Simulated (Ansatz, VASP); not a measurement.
**ZnB: VASP beside Ansatz**

```
Zn B
1.0
     2.50514    0.00000    0.00000
     0.00000    2.50514    0.00000
     0.00000    0.00000    3.39255
Zn B
1 1
Direct
  0.50000 0.50000 0.50000
  0.00000 0.00000 0.00000
```

Change from the starting cell: species swapped into the ZrIr type (P4/mmm, No. 123).

Alike in both runs: functional PBE; k mesh 22 × 22 × 16; occupations gaussian, width 0.1 eV; no spin polarisation.

Ansatz relaxed the structure, and its values are those at the end. VASP's run is a single point on that final structure, the one shown.

|  | VASP | Ansatz |
| --- | --- | --- |
| version | VASP 6.6.1 | Ansatz 0.2.0 |
| potentials or method | VASP PAW PBE potentials, release 64 (Zn, B) | scalar-relativistic, plane waves, PAW |
| plane-wave cutoff (eV) | 520 | 420 |
| valence electrons in the cell | 15 | 15 |

|  | VASP | Ansatz | Ansatz less VASP |
| --- | --- | --- | --- |
| gap on the k mesh at the Fermi level (eV) | none | none | - |
| pressure (GPa) | 0.4 | 0.0 | -0.38 |

A gap of «none» marks a metal or a gap that the smearing closes.
